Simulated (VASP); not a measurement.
Level of theory: PBEsol GGA, VASP's PBE PAW potentials (set 64) (plane waves; VASP).

VASP ran on this input.

### INCAR
```
SYSTEM=MgI2
PREC=Accurate; ENCUT=400; LREAL=.FALSE.
LASPH=.TRUE.
EDIFF=1E-8; NELM=100; ALGO=Normal
LMAXMIX=4
ISMEAR=0; SIGMA=0.01
GGA=PS
LWAVE=.FALSE.; LCHARG=.FALSE.
LEPSILON=.TRUE.
```

KPOINTS:
```
K-points
0
gamma
6 6 3
0 0 0
```

### POSCAR
```
MgI2
1
    2.0640070650    -3.5749646849     0.0000000000
    2.0640070650     3.5749646849     0.0000000000
    0.0000000000     0.0000000000     6.9999352948
Mg I
1 2
Direct
  0.0000000000   0.0000000000   0.0000000000
  0.3333330000   0.6666670000   0.2382637304
  0.6666670000   0.3333330000   0.7617362696
```

POTCAR, in this order: Mg I (PBE.64 set). Program: vasp_std.

The run wrote:

File OSZICAR:
```
...
RMM:   2    -0.925808521148E+00   -0.14851E-01   -0.18385E-02   745   0.771E-01
RMM:   3    -0.926066535741E+00   -0.25801E-03   -0.43109E-04   733   0.136E-01
RMM:   4    -0.926073863537E+00   -0.73278E-05   -0.19304E-05   755   0.243E-02
RMM:   5    -0.926074083895E+00   -0.22036E-06   -0.96571E-07   769   0.602E-03
RMM:   6    -0.926074100739E+00   -0.16843E-07   -0.14162E-07   765   0.130E-03
RMM:   7    -0.926074100642E+00    0.96498E-10   -0.10666E-07   704   0.456E-04
RMM:   8    -0.926074100872E+00   -0.22989E-09   -0.24679E-07   494   0.245E-04
RMM:   9    -0.926074100750E+00    0.12201E-09   -0.36825E-07   424   0.228E-04
RMM:  10    -0.926074094089E+00    0.66615E-08   -0.28263E-07   407   0.227E-04
RMM:  11    -0.926074093492E+00    0.59653E-09   -0.18668E-06   367   0.227E-04
 Linear response to external field (no local field effect), progress :
  Direction:   2
       N       E                     dE             d eps       ncg     rms          rms(c)
RMM:   1    -0.134348170789E+01   -0.13435E+01   -0.40689E+00   764   0.436E+00
RMM:   2    -0.136144095553E+01   -0.17959E-01   -0.25905E-02   738   0.838E-01
RMM:   3    -0.136180322072E+01   -0.36227E-03   -0.61103E-04   726   0.151E-01
RMM:   4    -0.136181405444E+01   -0.10834E-04   -0.27519E-05   756   0.274E-02
RMM:   5    -0.136181440530E+01   -0.35086E-06   -0.14934E-06   772   0.683E-03
RMM:   6    -0.136181442868E+01   -0.23379E-07   -0.30437E-07   758   0.144E-03
RMM:   7    -0.136181442904E+01   -0.35933E-09   -0.22957E-07   680   0.512E-04
RMM:   8    -0.136181442884E+01    0.19859E-09   -0.15224E-07   486   0.276E-04
RMM:   9    -0.136181442767E+01    0.11675E-08    0.49498E-07   411   0.258E-04
RMM:  10    -0.136181442158E+01    0.60916E-08    0.51651E-06   391   0.257E-04
RMM:  11    -0.136181442225E+01   -0.67242E-09    0.48897E-06   373   0.258E-04
 Linear response to external field (no local field effect), progress :
  Direction:   3
       N       E                     dE             d eps       ncg     rms          rms(c)
RMM:   1    -0.104050944164E+01   -0.10405E+01   -0.27546E+00   786   0.395E+00
RMM:   2    -0.105564040550E+01   -0.15131E-01   -0.20349E-02   713   0.790E-01
RMM:   3    -0.105587680835E+01   -0.23640E-03   -0.42884E-04   712   0.138E-01
RMM:   4    -0.105588273541E+01   -0.59271E-05   -0.19228E-05   742   0.241E-02
RMM:   5    -0.105588289942E+01   -0.16401E-06   -0.96817E-07   754   0.601E-03
RMM:   6    -0.105588291346E+01   -0.14037E-07   -0.20572E-07   747   0.130E-03
RMM:   7    -0.105588291433E+01   -0.86935E-09   -0.20221E-07   663   0.486E-04
RMM:   8    -0.105588291422E+01    0.11107E-09   -0.51629E-07   461   0.279E-04
RMM:   9    -0.105588291290E+01    0.13194E-08   -0.31787E-06   405   0.263E-04
RMM:  10    -0.105588290582E+01    0.70791E-08   -0.99269E-06   381   0.264E-04
RMM:  11    -0.105588290899E+01   -0.31742E-08   -0.18539E-06   326   0.263E-04
 Linear response to external field, progress :
  Direction:   1
       N       E                     dE             d eps       ncg     rms          rms(c)
RMM:   1    -0.112726906682E+01   -0.11273E+01   -0.32448E+00  1549   0.412E+00
RMM:   2    -0.114362220200E+01   -0.16353E-01   -0.22060E-02  1449   0.793E-01    0.218E+00
RMM:   3    -0.105251666240E+01    0.91106E-01   -0.12587E-01  1362   0.170E+00    0.108E+00
RMM:   4    -0.108779411076E+01   -0.35277E-01   -0.12071E-01  1391   0.168E+00    0.221E-01
RMM:   5    -0.111715730074E+01   -0.29363E-01   -0.24786E-03  1467   0.350E-01    0.458E-02
RMM:   6    -0.111756796196E+01   -0.41066E-03   -0.15607E-04  1523   0.654E-02    0.281E-02
RMM:   7    -0.111794772088E+01   -0.37976E-03   -0.34032E-05  1509   0.211E-02    0.164E-02
RMM:   8    -0.111847485948E+01   -0.52714E-03   -0.33037E-06  1444   0.172E-02    0.312E-03
RMM:   9    -0.111843596014E+01    0.38899E-04   -0.51859E-06  1565   0.424E-03    0.150E-03
RMM:  10    -0.111848926954E+01   -0.53309E-04   -0.28783E-07  1465   0.304E-03    0.277E-04
RMM:  11    -0.111848389610E+01    0.53734E-05   -0.41411E-06  1646   0.733E-04    0.203E-04
RMM:  12    -0.111848460598E+01   -0.70988E-06   -0.11035E-08  1649   0.310E-04    0.250E-05
RMM:  13    -0.111848281319E+01    0.17928E-05   -0.61363E-07  1289   0.242E-04    0.276E-05
RMM:  14    -0.111848274111E+01    0.72077E-07    0.25925E-07  1215   0.236E-04    0.305E-06
 Linear response to external field, progress :
  Direction:   2
       N       E                     dE             d eps       ncg     rms          rms(c)
RMM:   1    -0.112878241535E+01   -0.11288E+01   -0.32599E+00  1573   0.407E+00
RMM:   2    -0.114361601546E+01   -0.14834E-01   -0.22610E-02  1457   0.798E-01    0.218E+00
RMM:   3    -0.105262040771E+01    0.90996E-01   -0.12658E-01  1387   0.170E+00    0.108E+00
RMM:   4    -0.108801624136E+01   -0.35396E-01   -0.12313E-01  1397   0.168E+00    0.223E-01
RMM:   5    -0.111689657960E+01   -0.28880E-01   -0.25692E-03  1465   0.351E-01    0.516E-02
RMM:   6    -0.111746392227E+01   -0.56734E-03   -0.17932E-04  1537   0.639E-02    0.361E-02
RMM:   7    -0.111780972097E+01   -0.34580E-03   -0.44231E-05  1530   0.203E-02    0.215E-02
RMM:   8    -0.111845067427E+01   -0.64095E-03   -0.34870E-05  1444   0.193E-02    0.553E-03
RMM:   9    -0.111842880364E+01    0.21871E-04   -0.22217E-05  1586   0.442E-03    0.132E-03
RMM:  10    -0.111848478525E+01   -0.55982E-04   -0.26332E-06  1481   0.314E-03    0.112E-03
RMM:  11    -0.111848492967E+01   -0.14441E-06   -0.17742E-06  1675   0.749E-04    0.471E-04
RMM:  12    -0.111848320661E+01    0.17231E-05    0.15948E-06  1679   0.385E-04    0.303E-05
RMM:  13    -0.111848095126E+01    0.22553E-05   -0.65146E-07  1564   0.242E-04    0.501E-05
RMM:  14    -0.111848081740E+01    0.13387E-06   -0.39971E-07  1423   0.233E-04    0.421E-06
 Linear response to external field, progress :
  Direction:   3
       N       E                     dE             d eps       ncg     rms          rms(c)
RMM:   1    -0.104050944164E+01   -0.10405E+01   -0.27546E+00   786   0.395E+00
RMM:   2    -0.105563919369E+01   -0.15130E-01   -0.20337E-02   713   0.790E-01    0.260E+00
RMM:   3    -0.882981395021E+00    0.17266E+00   -0.20223E-01   692   0.199E+00    0.123E+00
RMM:   4    -0.886844292038E+00   -0.38629E-02   -0.20906E-01   700   0.175E+00    0.479E-01
RMM:   5    -0.914258768241E+00   -0.27414E-01   -0.16132E-02   724   0.637E-01    0.158E-01
RMM:   6    -0.912364620166E+00    0.18941E-02   -0.46862E-04   739   0.105E-01    0.756E-02
RMM:   7    -0.912985799645E+00   -0.62118E-03   -0.76934E-05   710   0.915E-02    0.229E-02
RMM:   8    -0.913500859293E+00   -0.51506E-03    0.77221E-05   737   0.296E-02    0.365E-03
RMM:   9    -0.913362191733E+00    0.13867E-03    0.40080E-05   762   0.106E-02    0.161E-03
RMM:  10    -0.913361054178E+00    0.11376E-05    0.19303E-05   775   0.187E-03    0.105E-03
RMM:  11    -0.913343415107E+00    0.17639E-04    0.27293E-06   724   0.167E-03    0.364E-04
RMM:  12    -0.913342225623E+00    0.11895E-05    0.30675E-06   778   0.574E-04    0.204E-04
RMM:  13    -0.913341367868E+00    0.85775E-06   -0.45243E-06   678   0.300E-04    0.710E-05
RMM:  14    -0.913341281585E+00    0.86283E-07    0.79074E-08   425   0.215E-04    0.218E-05
RMM:  15    -0.913340913254E+00    0.36833E-06    0.40207E-07   390   0.225E-04    0.714E-06
```

OUTCAR:
```
------------------------ aborting loop because EDIFF is reached ----------------------------------------

 HEAD OF MICROSCOPIC STATIC DIELECTRIC TENSOR (INDEPENDENT PARTICLE, excluding Hartree and local field effects)
 ------------------------------------------------------
           5.007693    -0.000000     0.000000
           0.000000     5.007692     0.000000
           0.000000     0.000000     4.699166
 ------------------------------------------------------

 MACROSCOPIC STATIC DIELECTRIC TENSOR (including local field effects in DFT)
 ------------------------------------------------------
           4.530175     0.000000    -0.000000
           0.000000     4.530174     0.000000
           0.000000     0.000000     3.856964
 ------------------------------------------------------

 PIEZOELECTRIC TENSOR (including local field effects)  for field in x, y, z        (e  Angst)
          XX          YY          ZZ          XY          YZ          ZX
  --------------------------------------------------------------------------------
  x     0.00000     0.00000     0.00000     0.00000     0.00000     0.00000
  y     0.00000     0.00000     0.00000     0.00000     0.00000     0.00000
  z     0.00000     0.00000     0.00000     0.00000     0.00000     0.00000

 PIEZOELECTRIC TENSOR (including local field effects)  for field in x, y, z        (C/m^2)
          XX          YY          ZZ          XY          YZ          ZX
  --------------------------------------------------------------------------------
  x     0.00000     0.00000     0.00000     0.00000     0.00000     0.00000
  y     0.00000     0.00000     0.00000     0.00000     0.00000     0.00000
  z     0.00000     0.00000     0.00000     0.00000     0.00000     0.00000

 BORN EFFECTIVE CHARGES (including local field effects) (in |e|, cummulative output)
 ---------------------------------------------------------------------------------
 ion    1
    1     2.49265     0.00000     0.00000
    2     0.00000     2.49265     0.00000
    3    -0.00000     0.00000     1.50779
 ion    2
    1    -1.24632     0.00000     0.00000
    2     0.00000    -1.24632     0.00000
    3    -0.00000     0.00000    -0.75390
 ion    3
    1    -1.24632     0.00000     0.00000
    2     0.00000    -1.24632     0.00000
    3    -0.00000    -0.00000    -0.75390
```
(Selected blocks of OUTCAR.)

OUTCAR:
```
 val. band max:        2.1022933411   @ k =   0.0000   0.0000   0.0000

 cond. band min:       5.6227796395   @ k =   0.5000   0.0000   0.3333


 Fermi energy:         2.1966918275

 k-point     1 :       0.0000    0.0000    0.0000
  band No.  band energies     occupation
      1      -9.9823      2.00000
      2      -9.2944      2.00000
      3      -1.4191      2.00000
      4       1.7357      2.00000
      5       1.7357      2.00000
      6       2.0521      2.00000
      7       2.1023      2.00000
      8       2.1023      2.00000
      9       5.7992      0.00000
     10       6.8503      0.00000
     11       8.8329      0.00000
     12       8.8330      0.00000

 k-point     2 :       0.1667    0.0000    0.0000
  band No.  band energies     occupation
      1      -9.8367      2.00000
      2      -9.2158      2.00000
      3      -1.2271      2.00000
      4       0.6980      2.00000
      5       1.2086      2.00000
      6       1.4181      2.00000
      7       1.9788      2.00000
      8       2.0340      2.00000
      9       6.7065      0.00000
     10       7.4674      0.00000
     11       8.3056      0.00000
     12       9.2253      0.00000

 k-point     3 :       0.3333    0.0000    0.0000
  band No.  band energies     occupation
      1      -9.4896      2.00000
      2      -9.0736      2.00000
      3      -1.0849      2.00000
      4      -0.5106      2.00000
      5       0.1690      2.00000
      6       0.9667      2.00000
      7       1.6417      2.00000
      8       1.8017      2.00000
      9       6.1757      0.00000
     10       7.5090      0.00000
     11       7.9857      0.00000
     12       9.2719      0.00000

 k-point     4 :       0.5000    0.0000    0.0000
  band No.  band energies     occupation
      1      -9.2483      2.00000
      2      -9.0455      2.00000
      3      -1.5265      2.00000
      4      -0.7794      2.00000
      5       0.2906      2.00000
      6       0.7822      2.00000
...
```

Tensors are in the Cartesian frame of the cell as typed. Without a dispersion term in the relaxation, distances and binding between the weakly bound layers, chains or molecules are unreliable, and so is what depends on them. Unless said otherwise, spin-orbit coupling is left out, though it shifts the bands of the heavy elements here.

The compound is MgI2 in the 1T layered structure. It was relaxed first.
